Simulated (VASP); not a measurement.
A run of VASP 6.6.1:

Contents of INCAR:

```
ALGO = Fast ; EDIFF = 1E-7
EDIFFG = -0.002 ; ENCUT = 600
GGA = PS ; IBRION = 2
ISIF = 3 ; ISMEAR = 0
LASPH = T ; LCHARG = F
LREAL = F ; LWAVE = F
NELM = 100 ; NSW = 100
PREC = Accurate ; SIGMA = 0.02
```

KPOINTS

```
k-points
0
Gamma
  8 8 8
```

The input POSCAR:

```
Si
1.0
    0.0000000000      2.7218511900      2.7218511900
    2.7218511900      0.0000000000      2.7218511900
    2.7218511900      2.7218511900      0.0000000000
Si
2
Direct
    0.7500000000      0.7500000000      0.7500000000
    0.5000000000      0.5000000000      0.5000000000
```

Potentials or basis: VASP PAW PBE potentials, release 64 (Si).

Run with:

```console
$ cat potpaw_PBE.64/Si/POTCAR > POTCAR
$ mpirun -np 1 vasp_std > vasp.out
```

Hardware: 1 thread of Intel(R) Xeon(R) Platinum 8375C CPU @ 2.90GHz (Ice Lake), with other jobs on the host.

Q: How long does it take, and how much memory?

A: Wall time 20 s on 1 thread of Intel(R) Xeon(R) Platinum 8375C CPU @ 2.90GHz (Ice Lake), on a shared host, peak memory 0.17 GiB. Counts: scf iterations 28, k points 29, ion steps 3.
